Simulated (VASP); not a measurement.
An input for Quantum ESPRESSO's pw.x (written as the equivalent of a VASP run, and not itself run):

```
&CONTROL
  calculation = 'vc-relax'
  pseudo_dir = './pseudo'
  outdir = './out'
  tprnfor = .true.
  tstress = .true.
  nstep = 60
  forc_conv_thr = 0.00039
/
&SYSTEM
  ibrav = 0
  nat = 2
  ntyp = 2
  ecutwfc = 84
  occupations = 'smearing'
  smearing = 'methfessel-paxton'
  degauss = 0.00735
  input_dft = 'pbesol'
/
&ELECTRONS
  conv_thr = 7.3e-08
  electron_maxstep = 100
/
&IONS
/
&CELL
/
ATOMIC_SPECIES
  Al 26.982 Al.upf
  Ru 101.070 Ru.upf
CELL_PARAMETERS angstrom
     1.3248560    0.7649060    4.2329980
    -1.3248560    0.7649060    4.2329980
     0.0000000   -1.5298120    4.2329980
ATOMIC_POSITIONS crystal
  Al   0.0000000  0.0000000  0.0000000
  Ru   0.5000000  0.5000000  0.5000000
K_POINTS automatic
  14 14 14 0 0 0
```

Task: Translate this input to VASP (INCAR, KPOINTS, POSCAR, choice of POTCAR).

Result: One answer among several that fit: 
### POSCAR
```
AlRu
1
    1.3248560000     0.7649060000     4.2329980000
   -1.3248560000     0.7649060000     4.2329980000
    0.0000000000    -1.5298120000     4.2329980000
Al Ru
1 1
Direct
  0.0000000000   0.0000000000   0.0000000000
  0.5000000000   0.5000000000   0.5000000000
```

File KPOINTS:
```
kpoints
0
gamma
14 14 14
0 0 0
```

**INCAR**
```
ALGO  =  Normal
EDIFF  =  1E-6
EDIFFG  =  -0.01
ENCUT  =  400
GGA  =  PS
IBRION  =  2
ISIF  =  3
ISMEAR  =  1
LASPH  =  T
LCHARG  =  F
LMAXMIX  =  4
LREAL  =  F
LWAVE  =  F
NELM  =  100
NSW  =  60
PREC  =  Accurate
SIGMA  =  0.1
SYSTEM  =  AlRu
```

POTCAR, in this order: Al Ru_pv (PBE.64 set). Program: vasp_std.

What does not carry over: the potentials are each code's own (VASP's PAW set, PseudoDojo norm-conserving files in pw.x), so ENCUT and ecutwfc are chosen apart and not converted; conv_thr bounds pw.x's estimated SCF error, while EDIFF bounds the energy change between steps; forc_conv_thr acts on force components and is met together with etot_conv_thr.

The structure was generated: AlRu was put into the CuPt type (R-3m), which need not be its known phase. This run relaxes it. Symmetry was kept, so distortions that lower it aren't found.
